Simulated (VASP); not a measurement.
Given:

```xyz
4
Lattice="3.4585 0.0000 0.0000 0.0000 3.4585 0.0000 0.0000 0.0000 3.4585" Properties=species:S:1:pos:R:3 pbc="T T T"
Si     0.0000     0.0000     0.0000
Ni     0.0000     1.7293     1.7293
Ni     1.7293     0.0000     1.7293
Ni     1.7293     1.7293     0.0000
```

Computed with r2SCAN+rVV10, VASP's PBE PAW potentials (set 64) (plane waves; VASP). Run with 520 eV cut-off, 9×9×9 Γ-centred mesh, first-order Methfessel-Paxton smearing of 0.10 eV, potentials Si Ni.

Task: Predict the energy per atom (σ→0), band gap (on the k-mesh) with the smallest direct gap where there is one.

Result: 
```json
{
  "band gap (on the k-mesh)": "none (metal, semimetal or under 0.01 eV)",
  "energy per atom (σ→0)": "-11.408 eV/atom"
}
```

The compound is Ni3Si in the L1_2 structure. It was relaxed first. The run is not spin-polarised, so no magnetic state was tried.
